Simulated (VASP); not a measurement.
All values below come from r2SCAN meta-GGA, VASP's PBE PAW potentials (set 64) (plane waves; VASP).

VASP ran on this input.

File POSCAR:
```
Pt
1
    0.0000000000     1.9600000000     1.9600000000
    1.9600000000     0.0000000000     1.9600000000
    1.9600000000     1.9600000000     0.0000000000
Pt
1
Direct
  0.0000000000   0.0000000000   0.0000000000
```

### KPOINTS
```
K-points
0
gamma
  14 14 14
```

### INCAR
```
# general
SYSTEM  = Pt
PREC    = Accurate
ENCUT   = 400
LREAL   = F
LASPH   = T

# electronic loop
EDIFF   = 1E-6
NELM    = 100
ALGO    = Normal
LMAXMIX = 6
LMIXTAU = T

# smearing
ISMEAR  = 1
SIGMA   = 0.1

# functional
METAGGA = R2SCAN

# ions
IBRION  = 2
NSW     = 60
ISIF    = 3
EDIFFG  = -0.01

# output
LWAVE   = F
LCHARG  = F
```

POTCAR, in this order: Pt (PBE.64 set). Program: vasp_std.

The run wrote:

### OUTCAR
```
 ion  position               nearest neighbor table
   1  0.000  0.000  0.000-
  LATTYP: Found a face centered cubic cell.
 ALAT       =     3.9200000000
 Subroutine PRICEL returns:
 Original cell was already a primitive cell.
 Subroutine GETGRP returns: Found 48 space group operations
The static configuration has the point symmetry O_h .
The dynamic configuration has the point symmetry O_h .
 Subroutine INISYM returns: Found 48 space group operations
 Subroutine IBZKPT returns following result:
 Found    104 irreducible k-points:

 Following reciprocal coordinates:
            Coordinates               Weight
  0.000000  0.000000  0.000000      1.000000
  0.071429  0.000000  0.000000      8.000000
  0.142857  0.000000  0.000000      8.000000
  0.214286  0.000000  0.000000      8.000000
  0.285714  0.000000  0.000000      8.000000
  0.357143  0.000000  0.000000      8.000000
  0.428571  0.000000  0.000000      8.000000
  0.500000  0.000000  0.000000      4.000000
  0.071429  0.071429  0.000000      6.000000
  0.142857  0.071429  0.000000     24.000000
  0.214286  0.071429  0.000000     24.000000
  0.285714  0.071429  0.000000     24.000000
  0.357143  0.071429  0.000000     24.000000
  0.428571  0.071429  0.000000     24.000000
  0.500000  0.071429  0.000000     24.000000
 -0.428571  0.071429  0.000000     24.000000
 -0.357143  0.071429  0.000000     24.000000
 -0.285714  0.071429  0.000000     24.000000
 -0.214286  0.071429  0.000000     24.000000
 -0.142857  0.071429  0.000000     24.000000
 -0.071429  0.071429  0.000000     12.000000
  0.142857  0.142857  0.000000      6.000000
  0.214286  0.142857  0.000000     24.000000
  0.285714  0.142857  0.000000     24.000000
  0.357143  0.142857  0.000000     24.000000
...
```

**OSZICAR**
```
       N       E                     dE             d eps       ncg     rms          rms(c)
DAV:   1    -0.212855524521E+02   -0.21286E+02   -0.48599E+03  2136   0.843E+02
DAV:   2    -0.544918644726E+02   -0.33206E+02   -0.31400E+02  1959   0.164E+02
DAV:   3    -0.547548502375E+02   -0.26299E+00   -0.25913E+00  2174   0.148E+01
DAV:   4    -0.547558566177E+02   -0.10064E-02   -0.10063E-02  2129   0.964E-01
DAV:   5    -0.547558640222E+02   -0.74045E-05   -0.74043E-05  2139   0.759E-02    0.133E+01
DAV:   6    -0.510601989550E+02    0.36957E+01   -0.35673E+00  1911   0.161E+01    0.639E+00
DAV:   7    -0.513718654151E+02   -0.31167E+00   -0.56645E-01  1876   0.439E+00    0.454E+00
DAV:   8    -0.514630415161E+02   -0.91176E-01   -0.30567E-01  1901   0.358E+00    0.971E-01
DAV:   9    -0.515021684742E+02   -0.39127E-01   -0.39907E-02  1913   0.137E+00    0.190E-01
DAV:  10    -0.515045368435E+02   -0.23684E-02   -0.43657E-03  1947   0.480E-01    0.907E-02
DAV:  11    -0.515046005468E+02   -0.63703E-04   -0.22489E-04  1947   0.152E-01    0.769E-02
DAV:  12    -0.515051110368E+02   -0.51049E-03   -0.26791E-04  1914   0.102E-01    0.239E-03
DAV:  13    -0.515051107354E+02    0.30138E-06   -0.88788E-06  1943   0.289E-02
   1 F= -.51505111E+02 E0= -.51505122E+02  d E =-.515051E+02
       N       E                     dE             d eps       ncg     rms          rms(c)
DAV:   1    -0.518434494902E+02   -0.33834E+00   -0.90279E+00  1898   0.318E+01    0.379E+00
DAV:   2    -0.514547543305E+02    0.38870E+00   -0.15363E+00  1892   0.944E+00    0.169E+00
DAV:   3    -0.514724411031E+02   -0.17687E-01   -0.38585E-02  1886   0.208E+00    0.141E+00
DAV:   4    -0.514457318553E+02    0.26709E-01   -0.20656E-01  1891   0.274E+00    0.834E-01
DAV:   5    -0.514782461594E+02   -0.32514E-01   -0.79287E-02  1873   0.185E+00    0.101E-01
DAV:   6    -0.514783736899E+02   -0.12753E-03   -0.72956E-04  2030   0.274E-01    0.230E-02
DAV:   7    -0.514784989994E+02   -0.12531E-03   -0.92396E-05  1891   0.112E-01    0.138E-02
DAV:   8    -0.514785151130E+02   -0.16114E-04   -0.66366E-06  1970   0.232E-02    0.442E-03
DAV:   9    -0.514785106624E+02    0.44506E-05   -0.20637E-06  1840   0.164E-02    0.163E-03
DAV:  10    -0.514785123072E+02   -0.16448E-05   -0.84549E-08   943   0.296E-03    0.130E-03
DAV:  11    -0.514785116014E+02    0.70580E-06   -0.39276E-08   960   0.224E-03
   2 F= -.51478512E+02 E0= -.51478532E+02  d E =0.265991E-01
       N       E                     dE             d eps       ncg     rms          rms(c)
DAV:   1    -0.517053943831E+02   -0.22688E+00   -0.48755E+00  1907   0.235E+01    0.316E+00
DAV:   2    -0.514998268812E+02    0.20557E+00   -0.73585E-01  1891   0.683E+00    0.824E-01
DAV:   3    -0.515049933651E+02   -0.51665E-02   -0.22484E-02  1880   0.164E+00    0.737E-01
DAV:   4    -0.515084115258E+02   -0.34182E-02   -0.91440E-03  2187   0.599E-01    0.443E-01
DAV:   5    -0.515085953489E+02   -0.18382E-03   -0.86889E-04  2246   0.243E-01    0.333E-02
DAV:   6    -0.515087222929E+02   -0.12694E-03   -0.50694E-04  1913   0.239E-01    0.179E-02
DAV:   7    -0.515088207558E+02   -0.98463E-04   -0.26868E-05  1891   0.601E-02    0.132E-02
DAV:   8    -0.515088330860E+02   -0.12330E-04   -0.16855E-05  1944   0.361E-02    0.313E-03
DAV:   9    -0.515088383279E+02   -0.52419E-05   -0.11372E-06   988   0.104E-02    0.782E-04
DAV:  10    -0.515088377975E+02    0.53038E-06   -0.95285E-09   938   0.124E-03
   3 F= -.51508838E+02 E0= -.51508858E+02  d E =-.372706E-02
```

**OUTCAR**
```
------------------------ aborting loop because EDIFF is reached ----------------------------------------
  FORCE on cell =-STRESS in cart. coord.  units (eV):
  Direction    XX          YY          ZZ          XY          YZ          ZX
  --------------------------------------------------------------------------------------
  Total       -0.0062848     -0.0062848     -0.0062848      0.0000000     -0.0000000     -0.0000000
  in kB       -0.6574352     -0.6574352     -0.6574352      0.0000000     -0.0000000     -0.0000000
  external PRESSURE =      -0.6574352 kB  Pullay stress =       0.0000000 kB
  volume of cell :       15.32
      direct lattice vectors                 reciprocal lattice vectors
     0.000000000  1.971093232  1.971093232    -0.253666337  0.253666337  0.253666337
     1.971093232  0.000000000  1.971093232     0.253666337 -0.253666337  0.253666337
     1.971093232  1.971093232  0.000000000     0.253666337  0.253666337 -0.253666337
 POSITION                                       TOTAL-FORCE (eV/Angst)
 -----------------------------------------------------------------------------------
      0.00000      0.00000      0.00000        -0.000000      0.000000      0.000000
 -----------------------------------------------------------------------------------
    total drift:                                0.000000     -0.000000      0.000000
  FREE ENERGIE OF THE ION-ELECTRON SYSTEM (eV)
  ---------------------------------------------------
  free  energy   TOTEN  =       -51.5088377975 eV

  energy  without entropy=      -51.5088969118  energy(sigma->0) =      -51.50885750

 reached required accuracy - stopping structural energy minimisation
```
(Selected blocks of OUTCAR.)

### CONTCAR
```
Pt
   1.00000000000000
     0.0000000000000000    1.9710932322576160    1.9710932322576160
     1.9710932322576160    0.0000000000000000    1.9710932322576160
     1.9710932322576160    1.9710932322576160    0.0000000000000000
  Pt
     1
Direct
     0.0000000000000000    0.0000000000000000    0.0000000000000000
```

The compound is Pt in the fcc structure. This run relaxes it. Symmetry was kept, so distortions that lower it aren't found.
